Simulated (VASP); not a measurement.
VASP input:

KPOINTS:
```
kpoints
0
gamma
  11 11 3
```

File POSCAR:
```
La
1
    1.8516814159    -3.2072065066     0.0000000000
    1.8516814159     3.2072065066     0.0000000000
    0.0000000000     0.0000000000    11.8402504860
La
4
Direct
  1.0000000000   1.0000000000   0.5000000000
  1.0000000000   1.0000000000   1.0000000000
  0.3333330000   0.6666670000   0.2500000000
  0.6666670000   0.3333330000   0.7500000000
```

INCAR:
```
LCHARG = .TRUE.
LEFG = .TRUE.
SYSTEM = La
PREC = Accurate
NELM = 100
LASPH = .TRUE.
GGA = MK
ISMEAR = -5   # tetrahedra, Bloechl
LWAVE = .FALSE.
AGGAC = 0.0
ISIF = 2
LORBIT = 11   # lm-projected
PARAM2 = 1.0
NEDOS = 601   # DOS grid
PARAM1 = 0.1234
ENCUT = 520   # plane-wave cut-off (eV)
LREAL = .FALSE.
LUSE_VDW = .TRUE.
LMAXMIX = 6   # l cut-off of mixed one-centre charges
ALGO = Normal
EDIFF = 1E-7   # SCF stop (eV)
```

POTCAR, in this order: La (PBE.64 set). Program: vasp_std.

Problem. Translate this optB86b-vdW calculation to Quantum ESPRESSO's pw.x.

Solution. One equivalent input (not run):
```
&CONTROL
  calculation = 'scf'
  pseudo_dir = './pseudo'
  outdir = './out'
  tprnfor = .true.
  tstress = .true.
/
&SYSTEM
  ibrav = 0
  nat = 4
  ntyp = 1
  ecutwfc = 110
  occupations = 'tetrahedra'
  input_dft = 'vdw-df-ob86'
/
&ELECTRONS
  conv_thr = 7.3e-09
  electron_maxstep = 100
/
ATOMIC_SPECIES
  La 138.905 La.upf
CELL_PARAMETERS angstrom
     1.8516814   -3.2072065    0.0000000
     1.8516814    3.2072065    0.0000000
     0.0000000    0.0000000   11.8402505
ATOMIC_POSITIONS crystal
  La   1.0000000  1.0000000  0.5000000
  La   1.0000000  1.0000000  1.0000000
  La   0.3333330  0.6666670  0.2500000
  La   0.6666670  0.3333330  0.7500000
K_POINTS automatic
  11 11 3 0 0 0
```
Limits of the translation: the potentials are each code's own (VASP's PAW set, PseudoDojo norm-conserving files in pw.x), so ENCUT and ecutwfc are chosen apart and not converted; conv_thr bounds pw.x's estimated SCF error, while EDIFF bounds the energy change between steps; the field gradients of LEFG aren't asked of the other code.

The compound is La in the dhcp structure. It was relaxed first, which changed the volume by -6 %.
